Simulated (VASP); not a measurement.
The system is CsTaS2.

```
Cs Ta S
1.0
     3.54238    0.00000    0.00000
    -1.77119    3.06779    0.00000
     0.00000    0.00000    8.26848
Cs Ta S
1 1 2
Direct
  0.00000 0.00000 0.50000
  0.33333 0.66667 0.00000
  0.66667 0.33333 0.18177
  0.66667 0.33333 0.81823
```

The cell was built by a generator and needn't be a form met in nature.

```yaml
Program: VASP 6.6.1
Task: relaxation of cell and atoms
Functional: PBEsol
Potentials_or_basis: VASP PAW PBE potentials, release 64 (Cs_sv, Ta_pv, S)
Cutoff: 600 eV
k_mesh: 7 × 7 × 3
Occupations: fermi-dirac, width 0.05 eV
Spin: no spin polarisation
```

At the start: pressure -3.7 GPa; volume 22.46 Å³/atom.

Q: Where does the relaxation end?

A: Over 7 steps the energy falls by 10.8 meV/atom and the volume is 21.50 Å³/atom (-4.3 %); space group P-6m2 (No. 187, to 0.05 Å).

The path:
```
step  energy change (eV)  largest force (eV/Å)  pressure (GPa)  volume (Å³)
   1              0.0000                0.2220           -3.65        89.86
   2              0.0059                0.7262            4.25        83.36
   3             -0.0396                0.2112           -0.14        86.62
   4             -0.0428                0.0756           -0.06        86.25
   5             -0.0431                0.0300           -0.04        86.11
   6             -0.0431                0.0247           -0.05        86.10
   7             -0.0434                0.0189            0.04        85.99
```

Final structure:
```
Cs Ta S
1.0
     3.48742    0.00000    0.00000
    -1.74371    3.02020    0.00000
     0.00000    0.00000    8.16439
Cs Ta S
1 1 2
Direct
  0.00000 0.00000 0.50000
  0.33333 0.66667 0.00000
  0.66667 0.33333 0.18289
  0.66667 0.33333 0.81711
```

Caveat: the PAW data sets were made with another functional, which shifts forces and pressure a little.
